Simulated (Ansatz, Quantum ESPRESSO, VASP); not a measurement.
# Equation of state of GdO under PBE

The structure is cubic, space group F-43m (No. 216). Conventional cell: a = 5.400 Å, b = 5.400 Å, c = 5.400 Å, α = 90.00°, β = 90.00°, γ = 90.00°. Gd (site symmetry -43m) is surrounded by 4 O at 2.34 Å. O (site symmetry -43m) is surrounded by 4 Gd at 2.34 Å.

The cell was scaled at fixed shape and fractions and run with Quantum ESPRESSO, SSSP 1.3 efficiency PBE, cutoff 748 eV; PBE, k mesh 9 × 9 × 9 on the cell of 2 atoms, fermi-dirac occupations of 0.05 eV, collinear spin, ferromagnetic start, no spin-orbit coupling. Energies are those that the program minimises, any entropy of the smearing included. For a metal such a mesh isn't converged to the digits shown. The magnetic state is the one that the start led to, which needn't be the lowest. Plain semilocal runs treat an open f shell poorly.

| V (Å³/atom) | energy over the lowest row (meV/atom) |
| --- | --- |
| 18.5020 | 21.871 |
| 18.8957 | 9.027 |
| 19.2893 | 1.924 |
| 19.6830 | 0.000 |
| 20.0767 | 2.757 |
| 20.4703 | ? |
| 20.8640 | 20.479 |

**Question.** Fit the third-order Birch-Murnaghan form, give V0, B0 and B′, and predict the energy left open.

**Answer.** With y = (V0/V)^(2/3), E = E0 + (9 V0 B0/16) [(y - 1)³ B′ + (y - 1)² (6 - 4y)]. Least squares through the rows shown give V0 = 19.6415 Å³/atom, E0 = -0.022 meV, B0 = 95.78 GPa (1 eV/Å³ = 160.218 GPa) and B′ = 4.15, with a largest miss of 0.004 meV. At V = 20.4703 the form with these constants gives 9.715 meV; the run gave 9.716 meV an atom. Other set-ups at this level, from all their volumes (Å³/atom, GPa): Ansatz, Ansatz PAW (earlier soft set): V0 19.546, B0 94.6; Ansatz, all-electron LAPW, scalar-relativistic: V0 19.551, B0 94.59; VASP, PBE PAW files Gd, O, 520 eV: V0 19.598, B0 95.19.
